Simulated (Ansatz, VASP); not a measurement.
# CoPtO2: VASP beside Ansatz, part 3 of 3

One calculation is typed for both programs; each brings its own data sets. How far apart do they land? The cell is taken from a series of runs on this material, whose earlier steps may have relaxed, scaled, displaced or heated it; both programs get it as it stands.

VASP 6.6.1 and Ansatz 0.2.0.

So far: Starting point; Ansatz: zone-centre phonons, PBE; VASP: zone-centre phonons, PBE.

**3. VASP: zone-centre phonons, PBE (continued)**

Level of this step: PBE, no spin polarisation; plane waves and PAW (Co, Pt, O) (VASP).

Numbers of over 12 decimals in the logs are rounded to 6 here.

OUTCAR, selected parts (step 3):

```text
ion  position               nearest neighbor table
   1  0.500  0.500  0.500-   4 1.91   4 1.91   3 1.91   3 1.91   4 1.91   3 1.91
   2  0.000  0.000  0.000-   3 2.01   4 2.01
   3  0.888  0.888  0.888-   1 1.91   1 1.91   1 1.91   2 2.01
   4  0.112  0.112  0.112-   1 1.91   1 1.91   1 1.91   2 2.01

  LATTYP: Found a trigonal (rhomboedric) cell.
 ALAT       =     6.1952332724
 COS(alpha) =     0.8939389434

 Subroutine GETGRP returns: Found 12 space group operations
 (whereof 12 operations were pure point group operations)

The static configuration has the point symmetry D_3d.

 Found     32 irreducible k-points:

   k-points           NKPTS =     32   k-points in BZ     NKDIM =     32   number of bands    NBANDS=     21

   dimension x,y,z NGX =    50 NGY =   50 NGZ =   50
   dimension x,y,z NGXF=   100 NGYF=  100 NGZF=  100

   ENCUT  =  600.0 eV  44.10 Ry    6.64 a.u.  12.37 12.37 12.37*2*pi/ulx,y,z

   NELECT =      31.0000    total number of electrons

 k-points in reciprocal lattice and weights: Automatic mesh
   0.00000000  0.00000000  0.00000000       0.005
   0.16666667 -0.00000000 -0.00000000       0.028
   0.33333333 -0.00000000 -0.00000000       0.028
   0.50000000 -0.00000000 -0.00000000       0.014
   0.16666667  0.16666667 -0.00000000       0.028
   0.33333333  0.16666667 -0.00000000       0.056
   0.50000000  0.16666667 -0.00000000       0.056
  -0.33333333  0.16666667  0.00000000       0.056
  -0.16666667  0.16666667  0.00000000       0.028
[...]
-0.33333333  0.50000000  0.33333333       0.028
   0.50000000  0.50000000  0.50000000       0.005

 average (electrostatic) potential at core
       1 -80.9270       2 -65.9684       3 -68.7791       4 -68.7791

  Total       -0.1775549     -0.1775549     -0.3727034      0.0000000     -0.0000000      0.0000000
  in kB       -6.7558101     -6.7558101    -14.1810395      0.0000000     -0.0000000      0.0000000
  external PRESSURE =      -9.2308865 kB  Pullay stress =       0.0000000 kB

  energy-cutoff  :      600.00
  volume of cell :       42.11
      direct lattice vectors                 reciprocal lattice vectors
     1.426660511  0.823682830  5.972194042     0.350468802  0.202343257  0.055814217
    -1.426660511  0.823682830  5.972194042    -0.350468802  0.202343257  0.055814217
     0.000000000 -1.647365660  5.972194042     0.000000000 -0.404686514  0.055814217

 POSITION                                       TOTAL-FORCE (eV/Angst)
 -----------------------------------------------------------------------------------
      0.00000      0.00000      8.95829         0.000000      0.000000     -0.000000
      0.00000      0.00000      0.00000        -0.000000      0.000000      0.000000
      0.00000      0.00000     15.90331         0.000000      0.000000      0.080977
      0.00000      0.00000      2.01327         0.000000     -0.000000     -0.080977
 -----------------------------------------------------------------------------------
    total drift:                               -0.000000     -0.000000      0.000000

 Eigenvectors and eigenvalues of the dynamical matrix
 ----------------------------------------------------

   1 f  =   20.278736 THz   127.415058 2PiTHz  676.425834 cm-1    83.866077 meV
             X         Y         Z           dx          dy          dz
      0.000000  0.000000  8.958291    -0.000000    0.000000   -0.000000
      0.000000  0.000000  0.000000    -0.000000   -0.000000   -0.000000
      0.000000  0.000000 15.903313     0.000000   -0.000000   -0.707107
      0.000000  0.000000  2.013269     0.000000    0.000000    0.707107

   2 f  =   20.245243 THz   127.204616 2PiTHz  675.308631 cm-1    83.727562 meV
             X         Y         Z           dx          dy          dz
      0.000000  0.000000  8.958291    -0.000000    0.000000    0.406222
      0.000000  0.000000  0.000000    -0.000000    0.000000    0.142277
      0.000000  0.000000 15.903313     0.000000   -0.000000   -0.638256
      0.000000  0.000000  2.013269     0.000000   -0.000000   -0.638256

   3 f  =   19.355272 THz   121.612763 2PiTHz  645.622391 cm-1    80.046938 meV
             X         Y         Z           dx          dy          dz
      0.000000  0.000000  8.958291     0.000000   -0.502245    0.000000
      0.000000  0.000000  0.000000     0.000000   -0.072891    0.000000
      0.000000  0.000000 15.903313    -0.000000    0.609277   -0.000000
      0.000000  0.000000  2.013269    -0.000000    0.609277   -0.000000

   4 f  =   19.355272 THz   121.612763 2PiTHz  645.622391 cm-1    80.046938 meV
             X         Y         Z           dx          dy          dz
      0.000000  0.000000  8.958291     0.502245    0.000000   -0.000000
      0.000000  0.000000  0.000000     0.072891    0.000000    0.000000
      0.000000  0.000000 15.903313    -0.609277   -0.000000   -0.000000
      0.000000  0.000000  2.013269    -0.609277   -0.000000    0.000000

   5 f  =   14.372567 THz    90.305505 2PiTHz  479.417246 cm-1    59.440136 meV
             X         Y         Z           dx          dy          dz
      0.000000  0.000000  8.958291     0.000000    0.000000   -0.000000
      0.000000  0.000000  0.000000     0.000000    0.000000   -0.000000
      0.000000  0.000000 15.903313     0.000000   -0.707107    0.000000
      0.000000  0.000000  2.013269    -0.000000    0.707107   -0.000000

   6 f  =   14.372567 THz    90.305505 2PiTHz  479.417246 cm-1    59.440136 meV
             X         Y         Z           dx          dy          dz
      0.000000  0.000000  8.958291     0.000000   -0.000000   -0.000000
      0.000000  0.000000  0.000000     0.000000   -0.000000    0.000000
      0.000000  0.000000 15.903313    -0.707107   -0.000000    0.000000
      0.000000  0.000000  2.013269     0.707107    0.000000   -0.000000

   7 f  =    8.531323 THz    53.603882 2PiTHz  284.574296 cm-1    35.282700 meV
             X         Y         Z           dx          dy          dz
      0.000000  0.000000  8.958291    -0.000000    0.000000    0.793027
      0.000000  0.000000  0.000000     0.000000   -0.000000   -0.545643
      0.000000  0.000000 15.903313    -0.000000    0.000000    0.191548
      0.000000  0.000000  2.013269     0.000000    0.000000    0.191548

   8 f  =    4.741618 THz    29.792462 2PiTHz  158.163338 cm-1    19.609746 meV
             X         Y         Z           dx          dy          dz
      0.000000  0.000000  8.958291    -0.000011   -0.735981    0.000000
      0.000000  0.000000  0.000000     0.000008    0.559143   -0.000000
      0.000000  0.000000 15.903313    -0.000004   -0.269899    0.000000
      0.000000  0.000000  2.013269    -0.000004   -0.269899    0.000000

   9 f  =    4.741618 THz    29.792462 2PiTHz  158.163338 cm-1    19.609746 meV
             X         Y         Z           dx          dy          dz
      0.000000  0.000000  8.958291     0.735981   -0.000011    0.000000
      0.000000  0.000000  0.000000    -0.559143    0.000008    0.000000
      0.000000  0.000000 15.903313     0.269899   -0.000004    0.000000
      0.000000  0.000000  2.013269     0.269899   -0.000004    0.000000

  10 f/i=    0.000582 THz     0.003657 2PiTHz    0.019415 cm-1     0.002407 meV
             X         Y         Z           dx          dy          dz
      0.000000  0.000000  8.958291    -0.000000   -0.000000   -0.453972
      0.000000  0.000000  0.000000    -0.000000   -0.000000   -0.825851
      0.000000  0.000000 15.903313    -0.000000   -0.000000   -0.236515
      0.000000  0.000000  2.013269    -0.000000   -0.000000   -0.236515

  11 f/i=    0.000601 THz     0.003774 2PiTHz    0.020033 cm-1     0.002484 meV
             X         Y         Z           dx          dy          dz
      0.000000  0.000000  8.958291     0.446576    0.081557   -0.000000
      0.000000  0.000000  0.000000     0.812423    0.148372   -0.000000
      0.000000  0.000000 15.903313     0.232660    0.042490   -0.000000
      0.000000  0.000000  2.013269     0.232660    0.042490   -0.000000

  12 f/i=    0.000601 THz     0.003774 2PiTHz    0.020033 cm-1     0.002484 meV
             X         Y         Z           dx          dy          dz
      0.000000  0.000000  8.958291    -0.081557    0.446576    0.000000
      0.000000  0.000000  0.000000    -0.148372    0.812423    0.000000
      0.000000  0.000000 15.903313    -0.042490    0.232660    0.000000
      0.000000  0.000000  2.013269    -0.042490    0.232660    0.000000

 ELASTIC MODULI CONTR FROM IONIC RELAXATION (kBar)
 Direction    XX          YY          ZZ          XY          YZ          ZX
 --------------------------------------------------------------------------------
 XX        -309.8643     -5.2166    210.6801      0.0000    250.6148     -0.0000
 YY          -5.2166   -309.8643    210.6801      0.0000   -250.6148     -0.0000
 ZZ         210.6801    210.6801   -281.7442     -0.0000     -0.0000      0.0000
 XY           0.0000      0.0000     -0.0000   -152.3238     -0.0000    264.8089
 YZ         250.6148   -250.6148     -0.0000     -0.0000   -412.3306      0.0000
 ZX          -0.0000     -0.0000      0.0000    264.8089      0.0000   -460.3596
 --------------------------------------------------------------------------------
```

This run has no spin polarisation, so a moment on Co, if there is one, isn't seen. Its electron count is odd, so without a moment it is a metal by construction. Oxides and halides of Co are often magnetic insulators, and a metal at this level, without U or exact exchange, may be an artefact.

**4. Comparison**

Known differences besides the potentials themselves: VASP's run holds the zone centre alone; the data sets hold 47 valence electrons in Ansatz (on its default PAW (the set named soft_2) files) and 31 in VASP; the cutoff is 420 eV in Ansatz and 600 eV in VASP. Total energies have different zeros and are not compared.

Compared:

| quantity | Ansatz | VASP | difference |
| --- | --- | --- | --- |
| optical mode 1 to 2 (cm⁻¹) | 158.6 | 158.2 | +0.26 % |
| optical mode 3 (cm⁻¹) | 280.1 | 284.6 | -1.58 % |
| optical mode 4 to 5 (cm⁻¹) | 480.4 | 479.4 | +0.20 % |
| optical mode 6 to 7 (cm⁻¹) | 645.0 | 645.6 | -0.10 % |
| optical mode 8 (cm⁻¹) | 668.9 | 675.3 | -0.96 % |
| optical mode 9 (cm⁻¹) | 673.1 | 676.4 | -0.49 % |

Modes are paired by rising frequency, not by their patterns, so a pair may set unlike modes beside each other; they are those without the splitting of longitudinal modes.

**5. Results**

```
r.m.s. difference of the optical zone-centre modes, each program's sorted by frequency (zone-centre phonons, PBE) : 2.9 cm⁻¹
difference in optical mode 3 (zone-centre phonons, PBE)                                                           : -1.6 %
```

The r.m.s. difference of the optical zone-centre modes, each program's sorted by frequency is 2.9 cm⁻¹ (zone-centre phonons, PBE). The data sets hold unlike numbers of valence electrons (47 in Ansatz and 31 in VASP), so part of the differences comes from the potentials. Among the rows given in per cent, the largest difference of the zone-centre phonons, PBE pair is in optical mode 3, -1.6 %. Such differences can come from data sets, numerical settings and the points named under the comparisons, not from the functional's error against experiment.

[Lines on the potential files, build, host, timing and source positions are cut from VASP's logs without a mark.]

[Logs are printed without paths, hosts, clocks, repeated set-up lines and the standing remarks that a program may print on its own settings, such as how far it seeks lower states.]

[Hosts, paths, dates, database ids (printed as entryN), source tags and the programs' standing remarks are cut or masked in the printed files.]
